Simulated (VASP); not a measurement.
**GaAs (relaxed from the CsCl type structure, space group Pm-3m): computed properties**

Method: PBEsol GGA, VASP's PBE PAW potentials (set 64) (plane waves; VASP 6.6.1).

- space group: Pm-3m (221)
- cell: a = 3.307 Å, b = 3.307 Å, c = 3.307 Å, α = 90.00°, β = 90.00°, γ = 90.00°
- volume per atom: 18.08 Å³/atom
- band gap (over mesh and band path): none (metal, semimetal or under 0.01 eV)
- density: 6.64 g/cm³

```cif
data_AsGa
_chemical_formula_sum 'Ga1 As1'
_space_group_name_H-M_alt 'Pm-3m'
_space_group_IT_number 221
_space_group_name_Hall '-P 4 2 3'
_cell_length_a 3.30665
_cell_length_b 3.30665
_cell_length_c 3.30665
_cell_angle_alpha 90.000
_cell_angle_beta 90.000
_cell_angle_gamma 90.000
loop_
_atom_site_label
_atom_site_type_symbol
_atom_site_symmetry_multiplicity
_atom_site_Wyckoff_symbol
_atom_site_fract_x
_atom_site_fract_y
_atom_site_fract_z
_atom_site_occupancy
Ga1 Ga 1 a 0.00000 0.00000 0.00000 1
As1 As 1 b 0.50000 0.50000 0.50000 1
```

The structure was generated: GaAs was put into the CsCl type type (Pm-3m), which need not be its known phase. It was relaxed first, which changed the volume by +18 %. Symmetry was kept, so distortions that lower it aren't found.
